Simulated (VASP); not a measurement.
These are PBE GGA, VASP's PBE PAW potentials (set 64) (plane waves; VASP 6.6.1) values and carry that method's errors.

Input for VASP

### INCAR
```
ALGO = Normal
EDIFF = 1E-6
ENCUT = 400
GGA = PE
ISIF = 2
ISMEAR = 1
LASPH = .TRUE.
LCHARG = .FALSE.
LMAXMIX = 4
LREAL = .FALSE.
LWAVE = .FALSE.
NELM = 100
PREC = Accurate
SIGMA = 0.1
SYSTEM = Mo
```

**POSCAR**
```
Mo
2.782540
 -0.5773501908   0.5773501908   0.5773501908
  0.5773501908  -0.5773501908   0.5773501908
  0.5773501908   0.5773501908  -0.5773501908
Mo
1
Cart
  0.0000000000   0.0000000000   0.0000000000
```

**KPOINTS**
```
kpoints
0
gamma
12 12 12
```

POTCAR, in this order: Mo_sv (PBE.64 set). Program: vasp_std.

What will the output report for the number of irreducible k-points (NKPTS), number of bands (NBANDS), largest plane-wave count, number of space-group operations, FFT grid (NGX, NGY, NGZ)?

- number of irreducible k-points (NKPTS): 72
- number of bands (NBANDS): 11
- largest plane-wave count: 321
- number of space-group operations: 48
- FFT grid (NGX, NGY, NGZ): 18 × 18 × 18

The compound is Mo in the bcc structure. The cell was not relaxed at this level.
